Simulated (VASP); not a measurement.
An input for Quantum ESPRESSO's pw.x (written as the equivalent of a VASP run, and not itself run):

```
&CONTROL
  calculation = 'vc-relax'
  pseudo_dir = './pseudo'
  outdir = './out'
  tprnfor = .true.
  tstress = .true.
  nstep = 30
  forc_conv_thr = 0.00039
/
&SYSTEM
  ibrav = 0
  nat = 4
  ntyp = 2
  ecutwfc = 102
  occupations = 'smearing'
  smearing = 'gaussian'
  degauss = 0.003675
  input_dft = 'vdw-df-obk8'
/
&ELECTRONS
  conv_thr = 7.3e-09
  electron_maxstep = 100
/
&IONS
/
&CELL
  cell_dofree = 'shape'
/
ATOMIC_SPECIES
  Cd 112.414 Cd.upf
  S 32.060 S.upf
CELL_PARAMETERS angstrom
     2.0956969   -3.6298533    0.0000000
     2.0956969    3.6298533    0.0000000
     0.0000000    0.0000000    6.8119053
ATOMIC_POSITIONS crystal
  Cd   0.6666670  0.3333330  0.5000223
  Cd   0.3333330  0.6666670  0.0000223
  S    0.6666670  0.3333330  0.8769777
  S    0.3333330  0.6666670  0.3769777
K_POINTS automatic
  6 6 4 0 0 0
```

Task: Translate this input to VASP (INCAR, KPOINTS, POSCAR, choice of POTCAR).

Result: One answer among several that fit: 
### INCAR
```
SYSTEM = CdS
PREC = Accurate
ENCUT = 520
EDIFF = 1E-7
NELM = 100
ALGO = Normal
LREAL = .FALSE.
LASPH = .TRUE.
ISMEAR = 0
SIGMA = 0.05
GGA = BO
PARAM1 = 0.1833333333
PARAM2 = 0.22
LUSE_VDW = .TRUE.
AGGAC = 0.0
LMAXMIX = 4
LWAVE = .FALSE.
LCHARG = .FALSE.
ISIF = 4
IBRION = 2
NSW = 30
EDIFFG = -0.01
```

**KPOINTS**
```
Automatic mesh
0
Gamma
6 6 4
0 0 0
```

POSCAR:
```
CdS
1.0
  2.0956968796  -3.6298532946   0.0000000000
  2.0956968796   3.6298532946   0.0000000000
  0.0000000000   0.0000000000   6.8119052591
Cd S
2 2
Cart
  2.0956968796  -1.2099535181   3.4061048177
  2.0956968796   1.2099535181   0.0001521882
  2.0956968796  -1.2099535181   5.9738887240
  2.0956968796   1.2099535181   2.5679360945
```

POTCAR, in this order: Cd S (PBE.64 set). Program: vasp_std.

The two are equivalent in intent, not identical: the potentials are each code's own (VASP's PAW set, PseudoDojo norm-conserving files in pw.x), so ENCUT and ecutwfc are chosen apart and not converted; conv_thr bounds pw.x's estimated SCF error, while EDIFF bounds the energy change between steps; forc_conv_thr acts on force components and is met together with etot_conv_thr.

The compound is CdS in the wurtzite structure. This run relaxes it. Symmetry was kept, so distortions that lower it aren't found.
